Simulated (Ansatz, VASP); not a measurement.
One calculation of BeSO, two programs

Contents of INCAR:

```
ALGO     = Normal         # electronic algorithm
EDIFF    = 1E-6           # SCF threshold, eV
ENCUT    = 520            # plane-wave cutoff, eV
GGA      = PE             # functional
ISIF     = 2              # what is computed and relaxed
ISMEAR   = 0              # smearing method
LASPH    = T              # aspherical terms in the spheres
LCHARG   = F              # write CHGCAR
LREAL    = F              # projectors in reciprocal space
LWAVE    = F              # write WAVECAR
NBANDS   = 23             # bands
NELM     = 100            # most SCF steps
PREC     = Accurate       # precision mode
SIGMA    = 0.1            # smearing width, eV
```

KPOINTS

```
k-points
0
Gamma
  6 6 4
```

The input POSCAR:

```
BeSO
1.0
    5.0175255600      0.0000000000      0.0000000000
   -2.5087627800      4.3453046000      0.0000000000
    0.0000000000      0.0000000000      4.2317012800
Be S O
2 2 2
Direct
    0.0000000000      0.0000000000      0.8165650600
    0.0000000000      0.0000000000      0.1834349400
    0.3333333300      0.6666666700      0.0000000000
    0.6666666700      0.3333333300      0.0000000000
    0.3333333300      0.6666666700      0.5000000000
    0.6666666700      0.3333333300      0.5000000000
```

Input for Ansatz:

```yaml
crystal:
  lattice:
    - [5.01752556, 0.0, 0.0]
    - [-2.50876278, 4.3453046, 0.0]
    - [0.0, 0.0, 4.23170128]
  atoms:
    - { symbol: Be, position: [0.0, 0.0, 0.81656506] }
    - { symbol: Be, position: [0.0, 0.0, 0.18343494] }
    - { symbol: S, position: [0.33333333, 0.66666667, 0.0] }
    - { symbol: S, position: [0.66666667, 0.33333333, 0.0] }
    - { symbol: O, position: [0.33333333, 0.66666667, 0.5] }
    - { symbol: O, position: [0.66666667, 0.33333333, 0.5] }
basis:
  ecutwfc: 420
kpoints:
  mp_grid: { grid: [6, 6, 4] }
hamiltonian:
  xc: pbe
scf:
  occupations: { method: gaussian, width: 0.1 }
  lower_state_search: "off"
output:
  forces: true
  stress: true
  eigenvalues: true
```

Alike in both runs: task single point; functional PBE; k mesh 6 × 6 × 4; occupations gaussian, width 0.1 eV; no spin polarisation.

|  | VASP | Ansatz |
| --- | --- | --- |
| version | VASP 6.6.1 | Ansatz 0.2.0 |
| potentials or method | VASP PAW PBE potentials, release 64 (Be, S, O) | scalar-relativistic, plane waves, PAW |
| plane-wave cutoff (eV) | 520 | 420 |
| valence electrons in the cell | 28 | 28 |

VASP gave:

```
gap on the k mesh at the Fermi level (eV)       : none
pressure (GPa)                                  : -7.8
largest component of the traceless stress (GPa) : 5.65
rms of the force components (eV/Å)              : 2.991
```

**Question.** Estimate Ansatz's values.

**Answer.** gap on the k mesh at the Fermi level (eV): none; pressure (GPa): -7.8; largest component of the traceless stress (GPa): 5.55; rms of the force components (eV/Å): 2.977.

Atom by atom the forces differ by 0.014 eV/Å (rms over components). A gap of «none» marks a metal or a gap that the smearing closes.

Caveats: the k mesh is coarse (spacing up to 0.37 Å⁻¹), so the values aren't converged; forces of over 1 eV/Å show positions far from the minimum, so gaps and moduli don't describe the material at rest.
